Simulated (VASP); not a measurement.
Output of a VASP run:

### OUTCAR
```
 ion  position               nearest neighbor table
   1  0.234  0.234  0.234-   2 3.07   2 3.07   2 3.07   2 3.53   2 3.53   2 3.53
   2  0.766  0.766  0.766-   1 3.07   1 3.07   1 3.07   1 3.53   1 3.53   1 3.53
  LATTYP: Found a trigonal (rhomboedric) cell.
 ALAT       =     4.7465441399
 COS(alpha) =     0.5405504351
 Subroutine PRICEL returns:
 Original cell was already a primitive cell.
 Subroutine GETGRP returns: Found 12 space group operations
The static configuration has the point symmetry D_3d.
The dynamic configuration has the point symmetry D_3d.
 Subroutine INISYM returns: Found 12 space group operations
 Subroutine IBZKPT returns following result:
 Found     85 irreducible k-points:

 Following reciprocal coordinates:
            Coordinates               Weight
  0.000000  0.000000  0.000000      1.000000
  0.111111 -0.000000  0.000000      6.000000
  0.222222 -0.000000  0.000000      6.000000
  0.333333  0.000000 -0.000000      6.000000
  0.444444 -0.000000  0.000000      6.000000
  0.111111  0.111111 -0.000000      6.000000
  0.222222  0.111111  0.000000     12.000000
  0.333333  0.111111  0.000000     12.000000
  0.444444  0.111111  0.000000     12.000000
 -0.444444  0.111111  0.000000     12.000000
 -0.333333  0.111111  0.000000     12.000000
 -0.222222  0.111111  0.000000     12.000000
 -0.111111  0.111111  0.000000      6.000000
  0.222222  0.222222 -0.000000      6.000000
  0.333333  0.222222  0.000000     12.000000
  0.444444  0.222222  0.000000     12.000000
 -0.444444  0.222222  0.000000     12.000000
 -0.333333  0.222222  0.000000     12.000000
 -0.222222  0.222222  0.000000      6.000000
  0.333333  0.333333 -0.000000      6.000000
  0.444444  0.333333 -0.000000     12.000000
 -0.444444  0.333333 -0.000000     12.000000
 -0.333333  0.333333  0.000000      6.000000
  0.444444  0.444444 -0.000000      6.000000
 -0.444444  0.444444  0.000000      6.000000
  0.111111  0.111111  0.111111      2.000000
  0.222222  0.111111  0.111111      6.000000
  0.333333  0.111111  0.111111      6.000000
  0.444444  0.111111  0.111111      6.000000
 -0.444444  0.111111  0.111111      6.000000
 -0.333333  0.111111  0.111111      6.000000
 -0.222222  0.111111  0.111111      6.000000
 -0.111111  0.111111  0.111111      6.000000
  0.222222  0.222222  0.111111      6.000000
  0.333333  0.222222  0.111111     12.000000
  0.444444  0.222222  0.111111     12.000000
 -0.444444  0.222222  0.111111     12.000000
 -0.333333  0.222222  0.111111     12.000000
 -0.222222  0.222222  0.111111     12.000000
 -0.111111  0.222222  0.111111     12.000000
   k-points           NKPTS =     85   k-points in BZ     NKDIM =     85   number of bands    NBANDS=     19
   number of dos      NEDOS =    301   number of ions     NIONS =      2
   total plane-waves  NPLWV =  46656
   dimension x,y,z NGX =    36 NGY =   36 NGZ =   36
   dimension x,y,z NGXF=    72 NGYF=   72 NGZF=   72
   ions per type =               2
   PREC   = accura    normal or accurate (medium, high low for compatibility)
   ISTART =      0    job   : 0-new  1-cont  2-samecut
   ICHARG =      2    charge: 1-file 2-atom 10-const
   ISPIN  =      1    spin polarized calculation?
   LNONCOLLINEAR =      F non collinear calculations
   LSORBIT =      F    spin-orbit coupling
   INIWAV =      1    electr: 0-lowe 1-rand  2-diag
   ENCUT  =  520.0 eV  38.22 Ry    6.18 a.u.   8.83  8.83  8.83*2*pi/ulx,y,z
   NELM   =    100;   NELMIN=  2; NELMDL= -5     # of ELM steps
   EDIFF  = 0.1E-05   stopping-criterion for ELM
   LREAL  =      F    real-space projection
   NLSPLINE    = F    spline interpolate recip. space projectors
   LMAXMIX     =    4 max onsite mixed and CHGCAR
   VOSKOWN=      0    Vosko Wilk Nusair interpolation
   EDIFFG = -.1E-01   stopping-criterion for IOM
   NSW    =     60    number of steps for IOM
   NBLOCK =      1;   KBLOCK =     60    inner block; outer block
...
```

File OSZICAR:
```
...
DAV:   4    -0.129564312763E+01   -0.10343E-04   -0.12349E-04  3473   0.149E-01    0.594E-03
DAV:   5    -0.129564259707E+01    0.53057E-06   -0.72230E-06  3449   0.348E-02
   9 F= -.12956426E+01 E0= -.12956776E+01  d E =-.101568E-03
       N       E                     dE             d eps       ncg     rms          rms(c)
DAV:   1    -0.129625520090E+01   -0.61207E-03   -0.27281E-02  3512   0.188E+00    0.124E-01
DAV:   2    -0.129584764319E+01    0.40756E-03   -0.12957E-03  3521   0.578E-01    0.657E-02
DAV:   3    -0.129570094750E+01    0.14670E-03   -0.56595E-04  4234   0.388E-01    0.148E-02
DAV:   4    -0.129570466645E+01   -0.37189E-05   -0.89755E-05  3500   0.124E-01    0.599E-03
DAV:   5    -0.129570408149E+01    0.58495E-06   -0.44230E-06  3164   0.369E-02
  10 F= -.12957041E+01 E0= -.12957332E+01  d E =-.614844E-04
       N       E                     dE             d eps       ncg     rms          rms(c)
DAV:   1    -0.130069268007E+01   -0.49880E-02   -0.24482E-01  3509   0.561E+00    0.371E-01
DAV:   2    -0.129705035555E+01    0.36423E-02   -0.11781E-02  3521   0.171E+00    0.197E-01
DAV:   3    -0.129572410730E+01    0.13262E-02   -0.50743E-03  4253   0.116E+00    0.444E-02
DAV:   4    -0.129574491204E+01   -0.20805E-04   -0.80455E-04  3500   0.372E-01    0.179E-02
DAV:   5    -0.129573878587E+01    0.61262E-05   -0.43116E-05  4594   0.107E-01    0.512E-03
DAV:   6    -0.129573959748E+01   -0.81161E-06   -0.10122E-05  3280   0.458E-02    0.257E-03
DAV:   7    -0.129573976829E+01   -0.17081E-06   -0.51637E-07  1627   0.100E-02
  11 F= -.12957398E+01 E0= -.12957517E+01  d E =-.971712E-04
       N       E                     dE             d eps       ncg     rms          rms(c)
DAV:   1    -0.129624364728E+01   -0.50405E-03   -0.24289E-02  3509   0.178E+00    0.117E-01
DAV:   2    -0.129588634950E+01    0.35730E-03   -0.11607E-03  3521   0.549E-01    0.620E-02
DAV:   3    -0.129575501889E+01    0.13133E-03   -0.50302E-04  4250   0.367E-01    0.140E-02
DAV:   4    -0.129575426582E+01    0.75307E-06   -0.78727E-05  3503   0.115E-01    0.566E-03
DAV:   5    -0.129575311479E+01    0.11510E-05   -0.37747E-06  2806   0.352E-02    0.138E-03
DAV:   6    -0.129575323085E+01   -0.11606E-06   -0.12936E-06  1618   0.178E-02
  12 F= -.12957532E+01 E0= -.12957703E+01  d E =-.110634E-03
       N       E                     dE             d eps       ncg     rms          rms(c)
DAV:   1    -0.129576235026E+01   -0.92355E-05   -0.45772E-04  3512   0.243E-01    0.164E-02
DAV:   2    -0.129575488122E+01    0.74690E-05   -0.22321E-05  3512   0.766E-02    0.872E-03
DAV:   3    -0.129575231577E+01    0.25655E-05   -0.96562E-06  3877   0.512E-02    0.193E-03
DAV:   4    -0.129575260779E+01   -0.29202E-06   -0.13109E-06  1651   0.160E-02
  13 F= -.12957526E+01 E0= -.12957690E+01  d E =-.110011E-03
       N       E                     dE             d eps       ncg     rms          rms(c)
DAV:   1    -0.129597654592E+01   -0.22423E-03   -0.93470E-03  3593   0.130E+00    0.781E-02
DAV:   2    -0.129580667414E+01    0.16987E-03   -0.51616E-04  3500   0.345E-01    0.350E-02
DAV:   3    -0.129576718433E+01    0.39490E-04   -0.20103E-04  4196   0.209E-01    0.638E-03
DAV:   4    -0.129576849902E+01   -0.13147E-05   -0.12837E-05  3493   0.420E-02    0.257E-03
DAV:   5    -0.129576878265E+01   -0.28363E-06   -0.10123E-06  1618   0.159E-02
  14 F= -.12957688E+01 E0= -.12957863E+01  d E =-.161749E-04
```

OUTCAR:
```
------------------------ aborting loop because EDIFF is reached ----------------------------------------
  FORCE on cell =-STRESS in cart. coord.  units (eV):
  Direction    XX          YY          ZZ          XY          YZ          ZX
  --------------------------------------------------------------------------------------
  Total       -0.0016216     -0.0101494     -0.0092081      0.0000000      0.0000000      0.0028333
  in kB       -0.0367770     -0.2301785     -0.2088297      0.0000000      0.0000000      0.0642566
  external PRESSURE =      -0.1585951 kB  Pullay stress =       0.0000000 kB
  volume of cell :       70.65
      direct lattice vectors                 reciprocal lattice vectors
     4.146898611 -2.277125019 -0.007579345     0.120400991 -0.219575120 -0.093583013
     4.146898611  2.277125019 -0.007579345     0.120400991  0.219575120 -0.093583013
     2.903335115  0.000000000  3.735340558     0.000488609  0.000000000  0.267333430
 POSITION                                       TOTAL-FORCE (eV/Angst)
 -----------------------------------------------------------------------------------
      2.64183      0.00000      0.87773        -0.002934     -0.000000     -0.000975
      8.55530      0.00000      2.84245         0.002934      0.000000      0.000975
 -----------------------------------------------------------------------------------
    total drift:                                0.000000      0.000000      0.000000
  FREE ENERGIE OF THE ION-ELECTRON SYSTEM (eV)
  ---------------------------------------------------
  free  energy   TOTEN  =        -1.2957687827 eV

  energy  without entropy=       -1.2958214383  energy(sigma->0) =       -1.29578633

 reached required accuracy - stopping structural energy minimisation
```
(Selected blocks of OUTCAR.)

**POSCAR**
```
Bi
1
    4.1658200000    -2.2750000000     0.0000000000
    4.1658200000     2.2750000000     0.0000000000
    2.9234170000     0.0000000000     3.7394270000
Bi
2
Direct
  0.2340000000   0.2340000000   0.2340000000
  0.7660000000   0.7660000000   0.7660000000
```

Task: Write an INCAR and KPOINTS that could have produced this output.

Result: This is not unique; one that fits is the input of the run itself, optB86b-vdW, plane waves, VASP's PBE PAW potentials (set 64).

### KPOINTS
```
Automatic mesh
0
Gamma
9 9 9
0 0 0
```

### INCAR
```
AGGAC = 0.0
ALGO = Normal
EDIFF = 1E-6
EDIFFG = -0.01
ENCUT = 520
GGA = MK
IBRION = 2
ISIF = 3
ISMEAR = 1
LASPH = T
LCHARG = F
LMAXMIX = 4
LREAL = F
LUSE_VDW = T
LWAVE = F
NELM = 100
NSW = 60
PARAM1 = 0.1234
PARAM2 = 1.0
PREC = Accurate
SIGMA = 0.1
SYSTEM = Bi
```

POTCAR, in this order: Bi_d (PBE.64 set). Program: vasp_std.

The compound is Bi in the a7 structure. This run relaxes it. Symmetry was kept, so distortions that lower it aren't found.
